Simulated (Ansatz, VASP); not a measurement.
# Cross-check of Zr (Zirconium) between VASP and Ansatz, part 2 of 2

Aim: how closely do two programs agree when they are given the same cell, functional and k mesh? The cell is taken from a series of runs on this material, whose earlier steps may have relaxed, scaled, displaced or heated it; both programs get it as it stands.

VASP 6.6.1 and Ansatz 0.2.0.

So far: Starting point; VASP: zone-centre phonons, LDA, pair 1; Ansatz: zone-centre phonons, LDA, pair 1; Differences.

### Step 5. VASP: zone-centre phonons, LDA, pair 2

Level of this step: LDA; plane waves and PAW (Zr_sv) (VASP).

Second derivatives magnify differences that forces hide, and they need a tight electronic threshold. The cell compared in this pair holds 43.82 Å³, against 43.74 Å³ for the pair before.

INCAR reads:

```
SYSTEM = Zr
PREC = Accurate
ENCUT = 500
EDIFF = 1E-08
NELM = 120
ISMEAR = 1
SIGMA = 0.2
LREAL = .FALSE.
ALGO = Normal
GGA = PW92
NBANDS = 18
LASPH = .TRUE.
LORBIT = 11
LWAVE = .FALSE.
LCHARG = .FALSE.
ISIF = 2
IBRION = 8
GGA_COMPAT = .FALSE.
KPAR = 2
```

POSCAR reads:

```
Zr
1.0
    3.1059995906      0.0000000000      0.0000000000
   -1.5529997953      2.6898745496      0.0000000000
    0.0000000000      0.0000000000      5.2447433065
Zr
2
Direct
    0.3333333274      0.6666666608      0.2500000000
    0.6666666608      0.3333333274      0.7500000000
```

KPOINTS reads:

```
Automatic mesh
0
Gamma
15 15 8
0 0 0
```

The projector-augmented-wave data sets are Zr_sv (LDA family, release 64).

Command:

```console
> mpirun -np 2 vasp_std
```

Numbers of over 12 decimals in the logs are rounded to 6 here.

The log of the run:

```text
[banner, memory and clock lines left out]
running    2 mpi-ranks, on    1 nodes
[...]
[... a notice as in an earlier step ...]

 LDA part: xc-table for (Slater(with rela. corr.)+PW92), standard interpolation
 POSCAR, INCAR and KPOINTS ok, starting setup
[...]
entering main loop
       N       E                     dE             d eps       ncg     rms          rms(c)
DAV:   1     0.211298941078E+03    0.21130E+03   -0.13199E+04  4868   0.130E+03
DAV:   2    -0.368473619302E+01   -0.21498E+03   -0.21167E+03  5692   0.380E+02
DAV:   3    -0.188544847434E+02   -0.15170E+02   -0.15044E+02  8752   0.734E+01
DAV:   4    -0.192179584504E+02   -0.36347E+00   -0.36296E+00  5686   0.117E+01
[...]
DAV:  11    -0.185507532696E+02   -0.92860E-06   -0.70698E-06  5388   0.312E-02    0.189E-03
DAV:  12    -0.185507531005E+02    0.16913E-06   -0.37015E-07  6556   0.440E-03    0.174E-03
DAV:  13    -0.185507530985E+02    0.19581E-08   -0.20064E-08  4046   0.122E-03
   1 F= -.18550753E+02 E0= -.18551707E+02  d E =0.286148E-02
[...]
RMM:  25    -0.602486537124E+00    0.52991E-07    0.41299E-07 48304   0.336E-04    0.224E-05
RMM:  26    -0.602486542184E+00   -0.50597E-08    0.39150E-07 46016   0.318E-04    0.248E-05
RMM:  27    -0.602486516462E+00    0.25721E-07    0.37055E-07 48689   0.303E-04    0.248E-05
 first order change of Fermi-energy   0.19637E-04
 force on displaced ion       1 direction 1 :  -0.469  -0.000   0.000
 Linear response progress:
  Degree of freedom:   2/  2
       N       E                     dE             d eps       ncg     rms          rms(c)
RMM:   1    -0.787945190801E+00   -0.78795E+00    0.29702E+00  7565   0.135E+01
RMM:   2    -0.740167679393E+00    0.47778E-01   -0.27176E-01 11180   0.277E+00    0.246E-01
RMM:   3    -0.743716310197E+00   -0.35486E-02   -0.46521E-02 13558   0.970E-01    0.817E-02
RMM:   4    -0.746328225835E+00   -0.26119E-02   -0.56378E-03 15343   0.350E-01    0.304E-02
[...]
RMM:  18    -0.746505637576E+00    0.31418E-07   -0.74698E-07 17037   0.578E-04    0.590E-05
RMM:  19    -0.746505574810E+00    0.62766E-07   -0.69322E-08 16130   0.502E-04    0.595E-05
RMM:  20    -0.746505559892E+00    0.14918E-07    0.24250E-07 16489   0.440E-04    0.623E-05
 first order change of Fermi-energy  -0.11806E-03
 force on displaced ion       1 direction 3 :  -0.000  -0.000  -5.167
 Linear response finished
```

Parts of OUTCAR (step 5):

```text
  Total       -0.0139305     -0.0139305     -0.8234779      0.0000000      0.0000000      0.0000000
  in kB       -0.5093544     -0.5093544    -30.1095916      0.0000000      0.0000000      0.0000000
  external PRESSURE =     -10.3761002 kB  Pullay stress =       0.0000000 kB

 POSITION                                       TOTAL-FORCE (eV/Angst)
 -----------------------------------------------------------------------------------
     -0.00000      1.79325      1.31119        -0.000000     -0.000000     -0.000000
      1.55300      0.89662      3.93356         0.000000      0.000000      0.000000
 -----------------------------------------------------------------------------------
    total drift:                                0.000032      0.000056      0.000000

[... 1 part as in an earlier step ...]

[... 1 further part left out ...]
```

### Step 6. Ansatz: zone-centre phonons, LDA, pair 2

The same cell, functional (in two slightly different forms), mesh and smearing now go to Ansatz, which takes its cutoff from its data sets.

The cell is taken from a series of runs on this material, whose earlier steps may have relaxed, scaled, displaced or heated it; both programs get it as it stands.

input.yaml reads:

```yaml
crystal:
  lattice:
    - [3.1059995906, 0.0, 0.0]
    - [-1.5529997953, 2.6898745496, 0.0]
    - [0.0, 0.0, 5.2447433065]
  atoms:
    - { symbol: Zr, position: [0.3333333353, 0.6666666647, 0.25] }
    - { symbol: Zr, position: [0.6666666647, 0.3333333353, 0.75] }
kpoints:
  mp_grid: { grid: [15, 15, 8] }
hamiltonian:
  xc: lda
  pseudopotentials: { kind: paw, azcp: { folder: soft_1 }, xc_functional: pbe }
scf:
  occupations: { method: methfessel_paxton, width: 0.2 }
output:
  eigenvalues: true
phonons:
  method: dfpt
```

Command:

```console
> ansatz run input.yaml --threads 4 --pin off --max-ram 10240MiB --backend cpu --events-out ev --progress --plain --runs-dir out
```

The log of the run:

```text
[...]
Crystal: 2 atoms, lattice volume = 43.819 Å³
Basis set: ecut = 420 eV, 869 PW (Γ), exchange–correlation on 48×48×72 points (8 copies of the dense FFT grid, shifted against one another)
Bands: 16, of which v1, the nominal top of the filled ones, is band 12 counted from 1 (11 counted from 0)
Symmetry: 24 space group operations
k-points: 320 of 1800 (irreducible under 4 space group operations, time reversal used)
[...]
k-point 2: bands = [... 8 lower, 9.4666, 11.3935, 14.8994, 14.9949, 15.5615, 15.5615, 16.0142, 16.0142, ... 4 higher]
  k-point 319: bands = [... 8 lower, 12.3420, 12.3420, 13.9884, 13.9884, 14.8276, 14.8276, 16.6183, 16.6183, ... 4 higher]
[...]
ASR residual: 2.961e-5 → 0.000e0 eV/Å²; symmetrization residual: 3.719e-14 eV/Å²
  ASR residual per site (eV/Å²): 2.96e-5 2.96e-5
  Γ frequencies (cm⁻¹): 0.00 0.00 0.00 53.52 53.52 172.90
[...]
[key lines of the parts left out:]
SCF converged after 8 iterations
Free energy (F): -8154.955855 eV
Fermi energy:    14.692840 eV
```

### Step 7. Differences

The two programs side by side:

```
                  quantity  Ansatz   VASP  difference
optical mode 1 to 2 (cm⁻¹)    53.5   52.9     +1.27 %
     optical mode 3 (cm⁻¹)   172.9  175.5     -1.48 %
```

Modes are paired by rising frequency, not by their patterns, so a pair may set unlike modes beside each other; they are those without the splitting of longitudinal modes.

### Step 8. Results

| Item | Value |
| --- | --- |
| r.m.s. difference of the optical zone-centre modes, each program's sorted by frequency (zone-centre phonons, LDA, pair 1) | 1.4 cm⁻¹ |
| difference in optical mode 1 to 2 (zone-centre phonons, LDA, pair 1) | +1.4 % |
| r.m.s. difference of the optical zone-centre modes, each program's sorted by frequency (zone-centre phonons, LDA, pair 2) | 1.6 cm⁻¹ |
| difference in optical mode 3 (zone-centre phonons, LDA, pair 2) | -1.5 % |

**Reading.** The r.m.s. difference of the optical zone-centre modes, each program's sorted by frequency is 1.4 cm⁻¹ (zone-centre phonons, LDA, pair 1). Among the rows given in per cent, the largest difference of the zone-centre phonons, LDA, pair 1 pair is in optical mode 1 to 2, +1.4 %. Among the rows given in per cent, the largest difference of the zone-centre phonons, LDA, pair 2 pair is in optical mode 3, -1.5 %. Such differences can come from data sets, numerical settings and the points named under the comparisons, not from the functional's error against experiment.

[Lines on the potential files, build, host, timing and source positions are cut from VASP's logs without a mark.]

[Logs are printed without paths, hosts, clocks, repeated set-up lines and the standing remarks that a program may print on its own settings, such as how far it seeks lower states.]

[Hosts, paths, dates, database ids (printed as entryN), source tags and the programs' standing remarks are cut or masked in the printed files.]
